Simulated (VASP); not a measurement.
W2IF:

```xyz
4
Lattice="4.7362 0.0000 0.0000 0.0000 4.7362 0.0000 0.0000 0.0000 3.3490" Properties=species:S:1:pos:R:3 pbc="T T T"
W     0.0000    2.3681    0.0000
W     2.3681    0.0000    0.0000
I     2.3681    2.3681    1.6745
F     0.0000    0.0000    1.6745
```

The cell was built by a generator and needn't be a form met in nature.

| Quantity | Value |
| --- | --- |
| Program | VASP 6.6.1 |
| Task | relaxation of cell and atoms |
| Functional | PBE |
| Potentials or basis | VASP PAW PBE potentials, release 64 (W_sv, I, F) |
| Cutoff | 600 eV |
| k mesh | 4 × 4 × 6 |
| Occupations | gaussian, width 0.1 eV |
| Spin | no spin polarisation |

At the start: pressure -14.7 GPa; volume 18.78 Å³/atom.

Problem. Where does the relaxation end?

Solution. Over 23 steps the energy falls by 426.7 meV/atom and the volume is 17.12 Å³/atom (-8.9 %); space group P4/mmm (No. 123, to 0.05 Å).

Step by step:
```csv
step,energy change (eV),largest force (eV/Å),pressure (GPa),volume (Å³)
1,0.0000,0.0000,-14.67,75.12
2,0.0329,0.0000,28.70,57.89
3,-0.5434,0.0000,0.49,65.67
4,-0.5438,0.0000,0.94,65.49
5,-0.6185,0.0000,0.77,65.49
6,-0.7432,0.0000,1.95,65.25
7,-1.2594,0.0000,6.55,63.96
8,-0.3283,0.0000,38.12,58.49
9,-1.4163,0.0000,14.22,62.31
10,-1.4451,0.0000,13.65,62.60
11,-1.5190,0.0000,12.12,63.44
12,-1.5961,0.0000,9.43,65.05
13,-1.5947,0.0000,8.76,65.37
14,-1.5962,0.0000,9.04,65.24
15,-1.6291,0.0000,7.62,65.67
16,-1.6901,0.0000,3.63,66.97
17,-1.6605,0.0000,-3.29,69.55
18,-1.7010,0.0000,0.98,67.91
19,-1.7011,0.0000,1.18,67.84
20,-1.7027,0.0000,1.00,67.94
21,-1.7060,0.0000,0.44,68.23
22,-1.7048,0.0000,-0.66,68.83
23,-1.7067,0.0000,0.01,68.46
```

Final structure:
```
W I F
1.0
     3.88879    0.00000    0.00000
     0.00000    3.88879    0.00000
     0.00000    0.00000    4.52717
W I F
2 1 1
Direct
  0.00000 0.50000 0.00000
  0.50000 0.00000 0.00000
  0.50000 0.50000 0.50000
  0.00000 0.00000 0.50000
```
